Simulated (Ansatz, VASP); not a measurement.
# H7C5SNO5 (H7C5SNO5 (P2_1/c)): VASP beside Ansatz

One calculation is typed for both programs; each brings its own data sets. How far apart do they land? The structure shown is the start of the Ansatz relaxation below; VASP solves that cell, so the two are compared at the walk's first step.

Program: Ansatz 0.2.0. Level of theory: plane waves, with VASP 6.6.1 beside it; single point at PBE with D3(BJ). Results are calculated unless marked as measured.

## 1. The structure

The cell holds 152 atoms: 56 H, 40 C, 8 S, 8 N and 40 O. Its edges and angles: a = 10.341 Å, b = 10.649 Å, c = 13.372 Å, α = 90.0°, β = 97.2°, γ = 90.1°. It derives from H7C5SNO5 (P2_1/c), repeated 1×1×2. As first built, before any earlier steps moved the atoms (in the runner's words): H7C5SNO5, space group P2_1/c, measured structure (Crystallography Open Database), 1 x 1 x 2 conventional cells; every coordinate displaced by a Gaussian of 0.03 A; bonds to H set to neutron lengths (C-H 1.089, N-H 1.015, O-H 0.983, B-H 1.19 A) where the measured ones are shorter.

## 2. Ansatz: relaxation, PBE with D3(BJ)

Ansatz runs on its default PAW (the set named soft_2) files.

The two programs are compared at the cell with which this relaxation starts, whose forces are those of its first step.

Contents of input.yaml:

```yaml
crystal:
  lattice:
    - [10.34119, -0.00722, -0.0533]
    - [-0.00739, 10.64867, -0.00397]
    - [-1.60182, -0.00397, 13.27603]
  atoms:
    - { symbol: H, position: [0.9189, 0.39829, 0.1764] }
    - { symbol: H, position: [0.08172, 0.89681, 0.07327] }
    - { symbol: H, position: [0.08236, 0.60221, 0.32361] }
    - { symbol: H, position: [0.91947, 0.10356, 0.42588] }
    - { symbol: H, position: [0.13261, 0.34887, 0.44732] }
    - { symbol: H, position: [0.86879, 0.84905, 0.30262] }
    - { symbol: H, position: [0.86863, 0.65125, 0.05223] }
    - { symbol: H, position: [0.13343, 0.15125, 0.19748] }
    - { symbol: H, position: [0.39599, 0.26932, 0.14708] }
    - { symbol: H, position: [0.60475, 0.76961, 0.10371] }
    - { symbol: H, position: [0.60539, 0.73088, 0.35286] }
    - { symbol: H, position: [0.39641, 0.23057, 0.39688] }
    - { symbol: H, position: [0.74408, 0.53549, 0.17099] }
    - { symbol: H, position: [0.25631, 0.03439, 0.07861] }
    - { symbol: H, position: [0.25701, 0.46494, 0.32886] }
    - { symbol: H, position: [0.74493, 0.96589, 0.42042] }
    - { symbol: H, position: [0.51875, 0.45234, 0.15425] }
    - { symbol: H, position: [0.48173, 0.95219, 0.09575] }
    - { symbol: H, position: [0.48244, 0.54788, 0.34559] }
    - { symbol: H, position: [0.51953, 0.048, 0.40381] }
    - { symbol: H, position: [0.68169, 0.08155, 0.16036] }
    - { symbol: H, position: [0.31919, 0.58079, 0.09042] }
    - { symbol: H, position: [0.31986, 0.91879, 0.33975] }
    - { symbol: H, position: [0.68186, 0.41948, 0.40976] }
    - { symbol: H, position: [0.9007, 0.18061, 0.17322] }
    - { symbol: H, position: [0.10011, 0.6789, 0.07694] }
    - { symbol: H, position: [0.10078, 0.82, 0.32688] }
    - { symbol: H, position: [0.90097, 0.32151, 0.42274] }
    - { symbol: C, position: [0.72372, 0.43655, 0.16709] }
    - { symbol: C, position: [0.27681, 0.93557, 0.0828] }
    - { symbol: C, position: [0.27749, 0.56385, 0.33284] }
    - { symbol: C, position: [0.72443, 0.06472, 0.41647] }
    - { symbol: C, position: [0.60038, 0.38923, 0.1588] }
    - { symbol: C, position: [0.40021, 0.88873, 0.09132] }
    - { symbol: C, position: [0.40088, 0.61106, 0.34112] }
    - { symbol: C, position: [0.60101, 0.1115, 0.40825] }
    - { symbol: C, position: [0.58244, 0.25911, 0.15655] }
    - { symbol: C, position: [0.41829, 0.75869, 0.09395] }
    - { symbol: C, position: [0.41894, 0.74117, 0.34346] }
    - { symbol: C, position: [0.58287, 0.24153, 0.40599] }
    - { symbol: C, position: [0.69228, 0.18207, 0.16249] }
    - { symbol: C, position: [0.30851, 0.68125, 0.08809] }
    - { symbol: C, position: [0.30916, 0.8183, 0.33761] }
    - { symbol: C, position: [0.6926, 0.31903, 0.41182] }
    - { symbol: C, position: [0.81277, 0.23507, 0.17006] }
    - { symbol: C, position: [0.18794, 0.73378, 0.08022] }
    - { symbol: C, position: [0.18861, 0.76542, 0.33002] }
    - { symbol: C, position: [0.81319, 0.26658, 0.41941] }
    - { symbol: S, position: [0.15417, 0.36718, 0.11055] }
    - { symbol: S, position: [0.84681, 0.86734, 0.13983] }
    - { symbol: S, position: [0.84713, 0.6329, 0.38929] }
    - { symbol: S, position: [0.15481, 0.13286, 0.36028] }
    - { symbol: "N", position: [0.82662, 0.36016, 0.17242] }
    - { symbol: "N", position: [0.17398, 0.85881, 0.07752] }
    - { symbol: "N", position: [0.17467, 0.64034, 0.32758] }
    - { symbol: "N", position: [0.82722, 0.14153, 0.42183] }
    - { symbol: O, position: [0.29198, 0.37406, 0.15228] }
    - { symbol: O, position: [0.70877, 0.87486, 0.0989] }
    - { symbol: O, position: [0.70935, 0.62606, 0.3475] }
    - { symbol: O, position: [0.29238, 0.12576, 0.40257] }
    - { symbol: O, position: [0.14429, 0.41766, 0.99978] }
    - { symbol: O, position: [0.85838, 0.91823, 0.25059] }
    - { symbol: O, position: [0.85703, 0.58209, 0.49999] }
    - { symbol: O, position: [0.14562, 0.08217, 0.24956] }
    - { symbol: O, position: [0.07569, 0.45244, 0.16211] }
    - { symbol: O, position: [0.92547, 0.95194, 0.08769] }
    - { symbol: O, position: [0.92573, 0.5478, 0.33769] }
    - { symbol: O, position: [0.07548, 0.04797, 0.41157] }
    - { symbol: O, position: [0.10538, 0.23754, 0.10341] }
    - { symbol: O, position: [0.89442, 0.73747, 0.14678] }
    - { symbol: O, position: [0.89588, 0.76253, 0.39668] }
    - { symbol: O, position: [0.10667, 0.26256, 0.3529] }
    - { symbol: O, position: [0.46746, 0.20509, 0.14906] }
    - { symbol: O, position: [0.53333, 0.70511, 0.10163] }
    - { symbol: O, position: [0.53393, 0.79512, 0.35092] }
    - { symbol: O, position: [0.46783, 0.29507, 0.39864] }
    - { symbol: H, position: [0.91826, 0.39759, 0.6767] }
    - { symbol: H, position: [0.08122, 0.89697, 0.57393] }
    - { symbol: H, position: [0.08236, 0.6016, 0.82311] }
    - { symbol: H, position: [0.91889, 0.10281, 0.92641] }
    - { symbol: H, position: [0.13327, 0.34844, 0.94766] }
    - { symbol: H, position: [0.86722, 0.8486, 0.802] }
    - { symbol: H, position: [0.86726, 0.65127, 0.55215] }
    - { symbol: H, position: [0.13193, 0.15115, 0.69719] }
    - { symbol: H, position: [0.39512, 0.26932, 0.64655] }
    - { symbol: H, position: [0.60408, 0.76946, 0.60262] }
    - { symbol: H, position: [0.6053, 0.73064, 0.85356] }
    - { symbol: H, position: [0.39596, 0.23043, 0.89642] }
    - { symbol: H, position: [0.74372, 0.53497, 0.6711] }
    - { symbol: H, position: [0.25595, 0.03449, 0.57902] }
    - { symbol: H, position: [0.25713, 0.46448, 0.82857] }
    - { symbol: H, position: [0.74417, 0.96536, 0.92101] }
    - { symbol: H, position: [0.51821, 0.45221, 0.65412] }
    - { symbol: H, position: [0.48124, 0.9521, 0.59553] }
    - { symbol: H, position: [0.48251, 0.54761, 0.84573] }
    - { symbol: H, position: [0.51885, 0.04773, 0.90412] }
    - { symbol: H, position: [0.68054, 0.08118, 0.66028] }
    - { symbol: H, position: [0.31847, 0.58082, 0.5903] }
    - { symbol: H, position: [0.31956, 0.91839, 0.84] }
    - { symbol: H, position: [0.6817, 0.41903, 0.90953] }
    - { symbol: H, position: [0.89972, 0.17981, 0.67346] }
    - { symbol: H, position: [0.09948, 0.67913, 0.57741] }
    - { symbol: H, position: [0.10052, 0.81932, 0.82676] }
    - { symbol: H, position: [0.90067, 0.32069, 0.92282] }
    - { symbol: C, position: [0.72316, 0.43608, 0.66717] }
    - { symbol: C, position: [0.27634, 0.93565, 0.58312] }
    - { symbol: C, position: [0.27753, 0.5634, 0.83267] }
    - { symbol: C, position: [0.72376, 0.0642, 0.91687] }
    - { symbol: C, position: [0.59973, 0.38896, 0.65873] }
    - { symbol: C, position: [0.39969, 0.88871, 0.59128] }
    - { symbol: C, position: [0.40089, 0.61072, 0.84116] }
    - { symbol: C, position: [0.6004, 0.11114, 0.90851] }
    - { symbol: C, position: [0.58158, 0.25887, 0.65637] }
    - { symbol: C, position: [0.41768, 0.75866, 0.59376] }
    - { symbol: C, position: [0.41882, 0.74083, 0.84362] }
    - { symbol: C, position: [0.58243, 0.24119, 0.90601] }
    - { symbol: C, position: [0.69131, 0.18166, 0.66241] }
    - { symbol: C, position: [0.30786, 0.68129, 0.5881] }
    - { symbol: C, position: [0.30896, 0.81788, 0.83771] }
    - { symbol: C, position: [0.69227, 0.31855, 0.91178] }
    - { symbol: C, position: [0.81191, 0.23446, 0.67018] }
    - { symbol: C, position: [0.18735, 0.73391, 0.58056] }
    - { symbol: C, position: [0.18846, 0.76488, 0.82993] }
    - { symbol: C, position: [0.81279, 0.26592, 0.91954] }
    - { symbol: S, position: [0.15318, 0.36725, 0.61016] }
    - { symbol: S, position: [0.8456, 0.8672, 0.63919] }
    - { symbol: S, position: [0.84758, 0.63262, 0.88939] }
    - { symbol: S, position: [0.15376, 0.13251, 0.86001] }
    - { symbol: "N", position: [0.82594, 0.35953, 0.67259] }
    - { symbol: "N", position: [0.17347, 0.85896, 0.57797] }
    - { symbol: "N", position: [0.17463, 0.63979, 0.82732] }
    - { symbol: "N", position: [0.82666, 0.14087, 0.92219] }
    - { symbol: O, position: [0.29124, 0.37437, 0.65117] }
    - { symbol: O, position: [0.70816, 0.87426, 0.59653] }
    - { symbol: O, position: [0.7093, 0.62552, 0.84901] }
    - { symbol: O, position: [0.29176, 0.12527, 0.90107] }
    - { symbol: O, position: [0.14193, 0.41808, 0.49945] }
    - { symbol: O, position: [0.85416, 0.91766, 0.74998] }
    - { symbol: O, position: [0.85982, 0.58194, 0.0002] }
    - { symbol: O, position: [0.14251, 0.08192, 0.74919] }
    - { symbol: O, position: [0.07496, 0.45215, 0.66227] }
    - { symbol: O, position: [0.92514, 0.95227, 0.58824] }
    - { symbol: O, position: [0.92532, 0.54753, 0.83704] }
    - { symbol: O, position: [0.0752, 0.04756, 0.91192] }
    - { symbol: O, position: [0.10475, 0.2375, 0.60311] }
    - { symbol: O, position: [0.8938, 0.73752, 0.64659] }
    - { symbol: O, position: [0.89605, 0.76236, 0.89611] }
    - { symbol: O, position: [0.10576, 0.26229, 0.85323] }
    - { symbol: O, position: [0.46653, 0.205, 0.64877] }
    - { symbol: O, position: [0.53267, 0.70501, 0.6011] }
    - { symbol: O, position: [0.5338, 0.79486, 0.85136] }
    - { symbol: O, position: [0.46743, 0.29486, 0.89848] }
kpoints:
  mp_grid: { grid: [1, 1, 1] }
hamiltonian:
  xc: pbe
  dispersion: d3bj
scf:
  occupations: { method: fixed }
output:
  forces: true
  eigenvalues: true
  stress: true
relax:
  f_tol: 0.05
  max_steps: 70
```

Launch:

```bash
$ ansatz run input.yaml --threads 4 --pin off --max-ram 8192MiB --backend cpu --events-out ev --progress --plain --runs-dir out
```

Numbers of over 12 decimals in the logs are rounded to 6 here.

Log:

```text
Warning: output.stress: scf.convergence.dr2_threshold = 1e-7 eV (the SCF's general default) is looser than the 1.08e-8 eV advised for a printed stress (1e-10 eV for each atom of the cell: 152, of which 108 are counted). What an SCF threshold leaves in a stress goes as its square root, and in the free energy as the threshold itself, and one threshold admits the most on a small cell: [figures from the program's tests c [...]
Engine: ansatz 0.2.0, x86_64-unknown-linux-gnu
Pseudopotentials: kind: paw
Pseudopotential: H, paw, valence charge 1, recommended cutoff 420 eV (normal), H.paw.azcp
Pseudopotential: C, paw, valence charge 4, recommended cutoff 420 eV (normal), C.paw.azcp
Pseudopotential: S, paw, valence charge 6, recommended cutoff 420 eV (normal), S.paw.azcp
Pseudopotential: N, paw, valence charge 5, recommended cutoff 420 eV (normal), N.paw.azcp
Pseudopotential: O, paw, valence charge 6, recommended cutoff 420 eV (normal), O.paw.azcp
Functional definition: PBE
  parameter kappa = 0.804
  parameter beta = 0.066725
  exchange = pbe_x(kappa = kappa, mu = beta*pi^2/3)
  correlation = pbe_c(beta = beta)
Crystal: 152 atoms, lattice volume = 1461.045 Å³
Basis set: ecut = 420 eV, 28571 PW (Γ), exchange–correlation on 144×144×180 points (8 copies of the dense FFT grid, shifted against one another)
Bands: 424, of which v1, the nominal top of the filled ones, is band 272 counted from 1 (271 counted from 0)
Symmetry: 1 space group operations
Space group: P1 (ITA 1), of the structure as read, at distance tolerance 1.1e-4 Å
k-points: 1
Non-local potential: H, projectors of the file, l = 0: 2, l = 1: 1
Non-local potential: C, projectors of the file, l = 0: 2, l = 1: 2, l = 2: 1
Non-local potential: S, projectors of the file, l = 0: 2, l = 1: 2, l = 2: 2
Non-local potential: N, projectors of the file, l = 0: 2, l = 1: 2, l = 2: 1
Non-local potential: O, projectors of the file, l = 0: 2, l = 1: 2, l = 2: 1
PAW form: soft (Blöchl's): semilocal exchange-correlation on the pseudo side does not see the compensation charge
PAW one-centre angular grid: H, 110 points (default); XC on 64 Gauss nodes
PAW one-centre angular grid: C, 110 points (default); XC on 64 Gauss nodes
PAW one-centre angular grid: S, 110 points (default); XC on 64 Gauss nodes
PAW one-centre angular grid: N, 110 points (default); XC on 64 Gauss nodes
PAW one-centre angular grid: O, 110 points (default); XC on 64 Gauss nodes
Initial density: superposition of atomic densities (neutral atoms: chi_scale 0, normalization atom), corrected by the library's trained network
Initial wavefunctions: pseudopotential atomic-orbital guess
Functional: x = pbe(κ = 0.804, μ = 0.219515), c = pbe(β = 0.066725)
SCF iter   1: F=—  HF=-43913.268564 eV  |F-HF|=—  |Δ(HF+E_count)|=         —  Δρ=4.20e-3  dr2=2.31e-1  ethr=1.77e-3  ⟨swp⟩=4.0  Hψ=1619  notcnv=0  defer=146
preconditioner: auto → Resta (q_TF=auto, 2.314 Å⁻¹)  ε∞=2.7  [insulator: Δε(μ)=4.027 eV  Ē_g=17.148 eV  n_scr=312 (ndim 8)  ℏωp=22.7 eV  f_vac=0.136  ε∞_Penn≈2.7]
SCF iter   2: F=—  HF=-43913.173835 eV  |F-HF|=—  |Δ(HF+E_count)|=   9.47e-2  Δρ=1.96e-3  dr2=3.46e-2  ethr=4.24e-5  ⟨swp⟩=2.0  Hψ=656  notcnv=0  defer=150
SCF iter   3: F=—  HF=-43913.201159 eV  |F-HF|=—  |Δ(HF+E_count)|=   2.73e-2  Δρ=8.95e-4  dr2=8.96e-3  ethr=6.37e-6  ⟨swp⟩=2.0  Hψ=473  notcnv=0  defer=150
SCF iter   4: F=—  HF=-43913.207184 eV  |F-HF|=—  |Δ(HF+E_count)|=   6.02e-3  Δρ=2.41e-4  dr2=7.92e-4  ethr=1.65e-6  ⟨swp⟩=2.0  Hψ=544  notcnv=0  defer=150
SCF iter   5: F=—  HF=-43913.207303 eV  |F-HF|=—  |Δ(HF+E_count)|=   1.20e-4  Δρ=9.18e-5  dr2=1.20e-4  ethr=1.46e-7  ⟨swp⟩=2.0  Hψ=542  notcnv=0  defer=150
SCF iter   6: F=-43913.207368 eV  HF=-43913.207368 eV  |F-HF|=2.13e-7  |Δ(HF+E_count)|=   6.41e-5  Δρ=3.65e-5  dr2=1.95e-5  ethr=1.15e-8  ⟨swp⟩=15.0  Hψ=3055  notcnv=0
SCF 1 converged in 6 iterations: F = -43913.207368 eV  dr2 = 1.95e-5
[...]
- { symbol: C, position: [0.810497, 0.232170, 0.173948] }
    - { symbol: C, position: [0.190299, 0.731368, 0.076279] }
    - { symbol: C, position: [0.190716, 0.768115, 0.325802] }
    - { symbol: C, position: [0.810699, 0.268793, 0.423560] }
    - { symbol: S, position: [0.149721, 0.367019, 0.109831] }
    - { symbol: S, position: [0.851253, 0.867312, 0.140150] }
    - { symbol: S, position: [0.851519, 0.633039, 0.389904] }
    - { symbol: S, position: [0.149890, 0.132875, 0.359866] }
    - { symbol: N, position: [0.823010, 0.358627, 0.175750] }
    - { symbol: N, position: [0.177816, 0.857796, 0.074190] }
    - { symbol: N, position: [0.178154, 0.641662, 0.324010] }
    - { symbol: N, position: [0.823172, 0.142363, 0.425448] }
    - { symbol: O, position: [0.287841, 0.370236, 0.155057] }
    - { symbol: O, position: [0.713221, 0.870279, 0.094734] }
    - { symbol: O, position: [0.713384, 0.630000, 0.344722] }
    - { symbol: O, position: [0.287767, 0.130002, 0.405660] }
    - { symbol: O, position: [0.145811, 0.418259, 0.998483] }
    - { symbol: O, position: [0.854922, 0.918645, 0.251486] }
    - { symbol: O, position: [0.855501, 0.581550, 0.501196] }
    - { symbol: O, position: [0.146905, 0.081585, 0.248550] }
    - { symbol: O, position: [0.070876, 0.454930, 0.160528] }
    - { symbol: O, position: [0.930439, 0.955168, 0.089569] }
    - { symbol: O, position: [0.930295, 0.545202, 0.339084] }
    - { symbol: O, position: [0.070520, 0.044932, 0.410194] }
    - { symbol: O, position: [0.097042, 0.237282, 0.101068] }
    - { symbol: O, position: [0.903707, 0.737639, 0.148954] }
    - { symbol: O, position: [0.904297, 0.762732, 0.398823] }
    - { symbol: O, position: [0.097304, 0.262486, 0.350905] }
    - { symbol: O, position: [0.462037, 0.198375, 0.151069] }
    - { symbol: O, position: [0.538736, 0.698408, 0.099272] }
    - { symbol: O, position: [0.539187, 0.801801, 0.348897] }
    - { symbol: O, position: [0.462246, 0.301750, 0.400485] }
    - { symbol: H, position: [0.915147, 0.397903, 0.679922] }
    - { symbol: H, position: [0.084924, 0.897276, 0.570550] }
    - { symbol: H, position: [0.085397, 0.601753, 0.820094] }
    - { symbol: H, position: [0.915516, 0.102556, 0.929554] }
    - { symbol: H, position: [0.129246, 0.349334, 0.945121] }
    - { symbol: H, position: [0.871181, 0.849403, 0.804612] }
    - { symbol: H, position: [0.871547, 0.650465, 0.554612] }
    - { symbol: H, position: [0.128928, 0.150343, 0.695025] }
    - { symbol: H, position: [0.389141, 0.263275, 0.648638] }
    - { symbol: H, position: [0.610610, 0.763267, 0.600762] }
    - { symbol: H, position: [0.611311, 0.736599, 0.851001] }
    - { symbol: H, position: [0.389824, 0.236643, 0.898831] }
    - { symbol: H, position: [0.737201, 0.534749, 0.672977] }
    - { symbol: H, position: [0.263115, 0.034267, 0.577262] }
    - { symbol: H, position: [0.263438, 0.464988, 0.826701] }
    - { symbol: H, position: [0.737343, 0.965613, 0.923100] }
    - { symbol: H, position: [0.510574, 0.448718, 0.655069] }
    - { symbol: H, position: [0.489509, 0.948530, 0.594795] }
    - { symbol: H, position: [0.489984, 0.551137, 0.844498] }
    - { symbol: H, position: [0.510934, 0.051373, 0.905253] }
    - { symbol: H, position: [0.678870, 0.075838, 0.664405] }
    - { symbol: H, position: [0.320612, 0.575462, 0.585832] }
    - { symbol: H, position: [0.321484, 0.923936, 0.835420] }
    - { symbol: H, position: [0.679862, 0.424439, 0.913851] }
    - { symbol: H, position: [0.899164, 0.177696, 0.677967] }
    - { symbol: H, position: [0.100506, 0.677038, 0.572574] }
    - { symbol: H, position: [0.101246, 0.821908, 0.822079] }
    - { symbol: H, position: [0.899957, 0.322808, 0.927326] }
    - { symbol: C, position: [0.717791, 0.434637, 0.669493] }
    - { symbol: C, position: [0.282311, 0.934194, 0.580861] }
    - { symbol: C, position: [0.282769, 0.565107, 0.830209] }
    - { symbol: C, position: [0.718149, 0.065687, 0.919432] }
    - { symbol: C, position: [0.593666, 0.385742, 0.660610] }
    - { symbol: C, position: [0.406338, 0.885445, 0.589559] }
    - { symbol: C, position: [0.406855, 0.614071, 0.838947] }
    - { symbol: C, position: [0.594125, 0.114450, 0.910649] }
    - { symbol: C, position: [0.577001, 0.254131, 0.658887] }
    - { symbol: C, position: [0.422776, 0.753867, 0.591299] }
    - { symbol: C, position: [0.423451, 0.745686, 0.840736] }
    - { symbol: C, position: [0.577684, 0.246029, 0.908715] }
    - { symbol: C, position: [0.688688, 0.177390, 0.665853] }
    - { symbol: C, position: [0.310956, 0.677000, 0.584472] }
    - { symbol: C, position: [0.311725, 0.822372, 0.833912] }
    - { symbol: C, position: [0.689504, 0.322891, 0.915426] }
    - { symbol: C, position: [0.809881, 0.231970, 0.673997] }
    - { symbol: C, position: [0.189862, 0.731434, 0.576431] }
    - { symbol: C, position: [0.190573, 0.767716, 0.825919] }
    - { symbol: C, position: [0.810591, 0.268437, 0.923502] }
    - { symbol: S, position: [0.148976, 0.367155, 0.609801] }
    - { symbol: S, position: [0.850530, 0.867054, 0.639965] }
    - { symbol: S, position: [0.851546, 0.632710, 0.890099] }
    - { symbol: S, position: [0.149615, 0.132685, 0.859674] }
    - { symbol: N, position: [0.822488, 0.358420, 0.675946] }
    - { symbol: N, position: [0.177477, 0.857870, 0.574502] }
    - { symbol: N, position: [0.178040, 0.641260, 0.823952] }
    - { symbol: N, position: [0.822978, 0.141999, 0.925619] }
    - { symbol: O, position: [0.287225, 0.370249, 0.654701] }
    - { symbol: O, position: [0.712818, 0.869967, 0.593776] }
    - { symbol: O, position: [0.713278, 0.629504, 0.845248] }
    - { symbol: O, position: [0.287568, 0.129771, 0.905288] }
[...]
- { symbol: O, position: [0.096268, 0.237424, 0.601046] }
    - { symbol: O, position: [0.903171, 0.737462, 0.648891] }
    - { symbol: O, position: [0.904213, 0.762467, 0.898682] }
    - { symbol: O, position: [0.097050, 0.262321, 0.850931] }
    - { symbol: O, position: [0.461407, 0.198376, 0.650897] }
    - { symbol: O, position: [0.538276, 0.698257, 0.599041] }
    - { symbol: O, position: [0.539029, 0.801486, 0.848678] }
    - { symbol: O, position: [0.462177, 0.301634, 0.900809] }
```

(Part 1 of 2 ends here.)

[Lines on the potential files, build, host, timing and source positions are cut from VASP's logs without a mark.]

[Logs are printed without paths, hosts, clocks, repeated set-up lines and the standing remarks that a program may print on its own settings, such as how far it seeks lower states.]

[Hosts, paths, dates, database ids (printed as entryN), source tags and the programs' standing remarks are cut or masked in the printed files.]
